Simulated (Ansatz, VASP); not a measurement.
# Cross-check of Y2CF2 between VASP and Ansatz, part 2 of 2

Aim: how closely do two programs agree when they are given the same cell, functional and k mesh? The structure shown is the start of the Ansatz relaxation below; VASP solves that cell, so the two are compared at the walk's first step.

VASP 6.6.1 and Ansatz 0.2.0.

So far: Set-up; Ansatz: relaxation, PBE with D3(BJ).

## 3. VASP: single point, PBE with D3(BJ), start cell

Level of this step: PBE with D3(BJ); plane waves and PAW (C, Y_sv, F) (VASP).

The same cell, functional, mesh and smearing now go to VASP, with its own data sets.

Lines of VASP's logs that name or quote its potential files are left out, and so is its time.

Contents of INCAR:

```
SYSTEM = Y2CF2
PREC = Accurate
ENCUT = 520
EDIFF = 1E-06
NELM = 120
ISMEAR = -1
SIGMA = 0.02
LREAL = .FALSE.
ALGO = Normal
GGA = PE
IVDW = 12
NBANDS = 50
LASPH = .TRUE.
LORBIT = 11
LWAVE = .FALSE.
LCHARG = .FALSE.
ISIF = 2
LDIPOL = .TRUE.
IDIPOL = 3
DIPOL = 0.5 0.5 0.5
LVHAR = .TRUE.
GGA_COMPAT = .FALSE.
EFERMI = MIDGAP
NELMDL = -8
KPAR = 2
```

Contents of POSCAR:

```
Y2CF2
1.0
    3.5600000000      0.0000000000      0.0000000000
   -1.7800000000      3.0830500000      0.0000000000
    0.0000000000      0.0000000000     50.6000000000
C Y F
2 4 4
Direct
    0.0000000000      0.0000000000      0.4288537549
    0.0000000000      0.0000000000      0.5711462451
    0.3333333874      0.6666667748      0.4545454545
    0.6666666126      0.3333332252      0.4031620553
    0.3333333874      0.6666667748      0.5968379447
    0.6666666126      0.3333332252      0.5454545455
    0.6666666126      0.3333332252      0.4733201581
    0.3333333874      0.6666667748      0.3843873518
    0.6666666126      0.3333332252      0.6156126482
    0.3333333874      0.6666667748      0.5266798419
```

Contents of KPOINTS:

```
Automatic mesh
0
Gamma
9 9 1
0 0 0
```

PAW data sets: C, Y_sv and F (PBE family, release 64).

Run with:

```bash
$ mpirun -np 2 vasp_std
```

Numbers of over 12 decimals in the logs are rounded to 6 here.

The log of the run:

```text
[banner, memory and clock lines left out]
running    2 mpi-ranks, on    1 nodes
 distrk:  each k-point on    1 cores,    2 groups
 distr:  one band on    1 cores,    1 groups

 POSCAR found type information on POSCAR C Y F
 POSCAR found :  3 types and      10 ions
 LDA part: xc-table for (Slater+PW92), standard interpolation
|                                                                             |
|           W    W    AA    RRRRR   N    N  II  N    N   GGGG   !!!           |
|           W    W   A  A   R    R  NN   N  II  NN   N  G    G  !!!           |
|           W    W  A    A  R    R  N N  N  II  N N  N  G       !!!           |
|           W WW W  AAAAAA  RRRRR   N  N N  II  N  N N  G  GGG   !            |
|           WW  WW  A    A  R   R   N   NN  II  N   NN  G    G                |
|           W    W  A    A  R    R  N    N  II  N    N   GGGG   !!!           |
|                                                                             |
|     One of the lattice vectors is very long (>50 A), but AMIN is rather     |
|     large. This can spoil convergence since charge sloshing might occur     |
|     along the long lattice vector. If problems with convergence are         |
|     observed, try to decrease AMIN to a smaller value (e.g. 0.01).          |
|     Note: This warning only applies if the self-consistency cycle is        |
|     used.                                                                   |
|                                                                             |

 POSCAR, INCAR and KPOINTS ok, starting setup
 FFT: planning ... GRIDC
 FFT: planning ... GRID_SOFT
 FFT: planning ... GRID
 WAVECAR not read
 entering main loop
       N       E                     dE             d eps       ncg     rms          rms(c)
DAV:   1     0.702917573512E+03    0.70292E+03   -0.37780E+04  1520   0.133E+03
DAV:   2     0.665952520114E+01   -0.69626E+03   -0.67713E+03  1548   0.352E+02
DAV:   3    -0.820275349564E+02   -0.88687E+02   -0.87841E+02  1464   0.114E+02
DAV:   4    -0.910894535024E+02   -0.90619E+01   -0.90462E+01  2230   0.275E+01
DAV:   5    -0.913949881756E+02   -0.30553E+00   -0.30546E+00  1656   0.542E+00
DAV:   6    -0.914124822400E+02   -0.17494E-01   -0.17494E-01  1896   0.993E-01
DAV:   7    -0.914127751859E+02   -0.29295E-03   -0.29294E-03  1744   0.160E-01
DAV:   8    -0.914127878030E+02   -0.12617E-04   -0.12617E-04  1768   0.313E-02    0.720E+01
DAV:   9    -0.749300223106E+02    0.16483E+02   -0.76402E+01  1308   0.299E+01    0.631E+01
DAV:  10    -0.748249519203E+02    0.10507E+00   -0.80106E+00  1752   0.958E+00    0.273E+01
DAV:  11    -0.746796409821E+02    0.14531E+00   -0.12909E+00  1496   0.383E+00    0.171E+00
DAV:  12    -0.746131949010E+02    0.66446E-01   -0.47429E-01  1456   0.195E+00    0.995E-01
DAV:  13    -0.745962232210E+02    0.16972E-01   -0.38138E-02  1728   0.799E-01    0.509E-01
DAV:  14    -0.745845060852E+02    0.11717E-01   -0.16288E-02  1646   0.481E-01    0.365E-01
[...]
DAV:  25    -0.745794212762E+02   -0.49160E-04   -0.11332E-06   924   0.300E-03    0.298E-03
DAV:  26    -0.745794825993E+02   -0.61323E-04   -0.54370E-06  1078   0.422E-03    0.130E-03
DAV:  27    -0.745794990316E+02   -0.16432E-04   -0.10383E-06   944   0.199E-03    0.553E-04
DAV:  28    -0.745795055388E+02   -0.65072E-05   -0.17184E-07   888   0.103E-03    0.629E-04
DAV:  29    -0.745795095047E+02   -0.39659E-05   -0.17877E-07   870   0.862E-04    0.195E-04
DAV:  30    -0.745795108913E+02   -0.13866E-05   -0.36259E-08   868   0.478E-04    0.106E-04
DAV:  31    -0.745795127668E+02   -0.18755E-05   -0.77109E-08   818   0.345E-04    0.109E-04
DAV:  32    -0.745795131322E+02   -0.36536E-06   -0.15460E-08   838   0.268E-04
   1 F= -.76380044E+02 E0= -.76380044E+02  d E =-.338028E-16
```

From OUTCAR (step 3):

```text
ion  position               nearest neighbor table
   1  0.000  0.000  0.429-   4 2.43   4 2.43   3 2.43   3 2.43   4 2.43   3 2.43
   2  0.000  0.000  0.571-   5 2.43   5 2.43   6 2.43   6 2.43   5 2.43   6 2.43
   3  0.333  0.667  0.455-   7 2.26   7 2.26   7 2.26   1 2.43   1 2.43   1 2.43   4 3.31   4 3.31
                             4 3.31
   4  0.667  0.333  0.403-   8 2.26   8 2.26   8 2.26   1 2.43   1 2.43   1 2.43   3 3.31   3 3.31
                             3 3.31
   5  0.333  0.667  0.597-   9 2.26   9 2.26   9 2.26   2 2.43   2 2.43   2 2.43   6 3.31   6 3.31
                             6 3.31
   6  0.667  0.333  0.545-  10 2.26  10 2.26  10 2.26   2 2.43   2 2.43   2 2.43   5 3.31   5 3.31
                             5 3.31
   7  0.667  0.333  0.473-   3 2.26   3 2.26   3 2.26
   8  0.333  0.667  0.384-   4 2.26   4 2.26   4 2.26
   9  0.667  0.333  0.616-   5 2.26   5 2.26   5 2.26
  10  0.333  0.667  0.527-   6 2.26   6 2.26   6 2.26

  LATTYP: Found a hexagonal cell.
 ALAT       =     3.5600000000
 C/A-ratio  =    14.2134831461

 Subroutine GETGRP returns: Found 12 space group operations
 (whereof 12 operations were pure point group operations)

The static configuration has the point symmetry D_3d.

 Found     12 irreducible k-points:

   k-points           NKPTS =     12   k-points in BZ     NKDIM =     12   number of bands    NBANDS=     50

   dimension x,y,z NGX =    28 NGY =   28 NGZ =  378
   dimension x,y,z NGXF=    56 NGYF=   56 NGZF=  756

   ENCUT  =  520.0 eV  38.22 Ry    6.18 a.u.   6.62  6.62 94.08*2*pi/ulx,y,z

   NELECT =      80.0000    total number of electrons

 k-points in reciprocal lattice and weights: Automatic mesh
   0.00000000  0.00000000  0.00000000       0.012
   0.11111111  0.00000000  0.00000000       0.074
   0.22222222  0.00000000  0.00000000       0.074
   0.33333333  0.00000000  0.00000000       0.074
   0.44444444  0.00000000  0.00000000       0.074
   0.11111111  0.11111111  0.00000000       0.074
   0.22222222  0.11111111  0.00000000       0.148
   0.33333333  0.11111111  0.00000000       0.148
   0.44444444  0.11111111  0.00000000       0.074
   0.22222222  0.22222222  0.00000000       0.074
   0.33333333  0.22222222  0.00000000       0.148
   0.33333333  0.33333333  0.00000000       0.025

 dipolmoment           0.000000      0.000000     -0.000000 electrons x Angstroem

 average (electrostatic) potential at core
       1 -53.2066       2 -53.2066       3 -40.5626       4 -40.5636       5 -40.5636
       6 -40.5626       7 -82.5182       8 -82.4799       9 -82.4799      10 -82.5182

 E-fermi :  -0.5760

 k-point     1 :       0.0000    0.0000    0.0000
  band No.  band energies     occupation
    ...
     36      -2.5257      2.00000
     37      -1.3053      2.00000
     38      -1.3053      2.00000
     39      -1.3046      2.00000
     40      -1.3046      2.00000
     41       0.7409      0.00000
     42       0.7876      0.00000
     43       1.1165      0.00000
     44       1.7884      0.00000
     45       1.7884      0.00000
    ...

 k-point     2 :       0.1111    0.0000    0.0000
  band No.  band energies     occupation
    ...
     36      -2.3828      2.00000
     37      -1.7000      2.00000
     38      -1.6535      2.00000
     39      -1.3874      2.00000
     40      -1.3816      2.00000
     41       0.9426      0.00000
     42       0.9538      0.00000
     43       1.1846      0.00000
     44       1.5775      0.00000
     45       1.6937      0.00000
    ...

 k-point     3 :       0.2222    0.0000    0.0000
  band No.  band energies     occupation
    ...
     36      -2.3028      2.00000
     37      -2.0172      2.00000
     38      -1.9825      2.00000
     39      -1.5162      2.00000
     40      -1.5100      2.00000
     41       0.9009      0.00000
     42       0.9175      0.00000
     43       1.4114      0.00000
     44       1.4828      0.00000
     45       1.6927      0.00000
    ...

 Edisp (eV)   -1.80053

  Total       7.59277     7.59277    12.50402     0.00000     0.00000    -0.00000
  in kB      21.90432    21.90432    36.07274     0.00000     0.00000    -0.00000
  external pressure =       26.63 kB  Pullay stress =        0.00 kB

  energy-cutoff  :      520.00
  volume of cell :      555.37
      direct lattice vectors                 reciprocal lattice vectors
     3.560000000  0.000000000  0.000000000     0.280898876  0.162177065  0.000000000
    -1.780000000  3.083050000  0.000000000     0.000000000  0.324354130  0.000000000
     0.000000000  0.000000000 50.600000000     0.000000000  0.000000000  0.019762846

 POSITION                                       TOTAL-FORCE (eV/Angst)
 -----------------------------------------------------------------------------------
      0.00000      0.00000     21.70000        -0.000000     -0.000000      0.016825
      0.00000      0.00000     28.90000        -0.000000      0.000000     -0.016825
      0.00000      2.05537     23.00000        -0.000000     -0.000000      0.061946
      1.78000      1.02768     20.40000         0.000000      0.000000      0.077336
      0.00000      2.05537     30.20000        -0.000000      0.000000     -0.077336
      1.78000      1.02768     27.60000         0.000000      0.000000     -0.061946
      1.78000      1.02768     23.95000         0.000000      0.000000      1.624798
      0.00000      2.05537     19.45000         0.000000      0.000000     -1.559399
      1.78000      1.02768     31.15000        -0.000000     -0.000000      1.559399
      0.00000      2.05537     26.65000         0.000000      0.000000     -1.624798
 -----------------------------------------------------------------------------------
    total drift:                               -0.000000      0.000000     -0.000000

  FREE ENERGIE OF THE ION-ELECTRON SYSTEM (eV)
  ---------------------------------------------------
  free  energy   TOTEN  =       -76.3800444677 eV

  energy  without entropy=      -76.3800444677  energy(sigma->0) =      -76.38004447

 vacuum level on the upper side and lower side of the slab         1.862         1.862

 total charge
# of ion       s       p       d       f       tot
--------------------------------------------------
    1        0.869   1.501   0.000   0.000   2.371
    2        0.869   1.501   0.000   0.000   2.371
    3        2.208   6.510   1.121   0.113   9.952
    4        2.209   6.509   1.123   0.113   9.954
    5        2.209   6.509   1.123   0.113   9.954
    6        2.208   6.510   1.121   0.113   9.952
    7        1.740   4.389   0.000   0.000   6.129
    8        1.740   4.388   0.000   0.000   6.128
    9        1.740   4.388   0.000   0.000   6.128
   10        1.740   4.389   0.000   0.000   6.129
--------------------------------------------------
tot         17.534  46.595   4.488   0.451  69.067

[... 3 further parts left out ...]
```

## 4. Comparison

Known differences besides the potentials themselves: Ansatz cuts the interaction across the vacuum, VASP repeats the sheet with a dipole correction; the cutoff is 420 eV in Ansatz and 520 eV in VASP. Total energies have different zeros and are not compared.

Forces (eV/Å; atoms numbered as in POSCAR):

| atom | Ansatz x, y, z | VASP x, y, z |
| --- | --- | --- |
| C1 | 0.000, 0.000, 0.017 | 0.000, 0.000, 0.017 |
| C2 | 0.000, 0.000, -0.017 | 0.000, 0.000, -0.017 |
| Y3 | 0.000, 0.000, 0.071 | 0.000, 0.000, 0.062 |
| Y4 | 0.000, 0.000, 0.069 | 0.000, 0.000, 0.077 |
| Y5 | 0.000, 0.000, -0.069 | 0.000, 0.000, -0.077 |
| Y6 | 0.000, 0.000, -0.071 | 0.000, 0.000, -0.062 |
| F7 | 0.000, 0.000, 1.624 | 0.000, 0.000, 1.625 |
| F8 | 0.000, 0.000, -1.558 | 0.000, 0.000, -1.559 |
| F9 | 0.000, 0.000, 1.558 | 0.000, 0.000, 1.559 |
| F10 | 0.000, 0.000, -1.624 | 0.000, 0.000, -1.625 |

The forces differ by 3.3 meV/Å r.m.s., which is 0.6 % of the r.m.s. force of 0.582 eV/Å (both taken over all components). With vacuum in the cell, a pressure given here is an average over mostly empty space and none of the material.

## 5. Summary of results

```json
{
 "r.m.s. force difference (single point, PBE with D3(BJ), start cell)": "0.57 % of the r.m.s. force"
}
```

What this shows: The r.m.s. force difference is 0.57 % of the r.m.s. force (single point, PBE with D3(BJ), start cell), within the 3 % picked in this series as the mark of a large difference. 1 further run of this series is not shown here. Such differences can come from data sets, numerical settings and the points named under the comparisons, not from the functional's error against experiment.

[Lines on the potential files, build, host, timing and source positions are cut from VASP's logs without a mark.]

[Logs are printed without paths, hosts, clocks, repeated set-up lines and the standing remarks that a program may print on its own settings, such as how far it seeks lower states.]

[Hosts, paths, dates, database ids (printed as entryN), source tags and the programs' standing remarks are cut or masked in the printed files.]
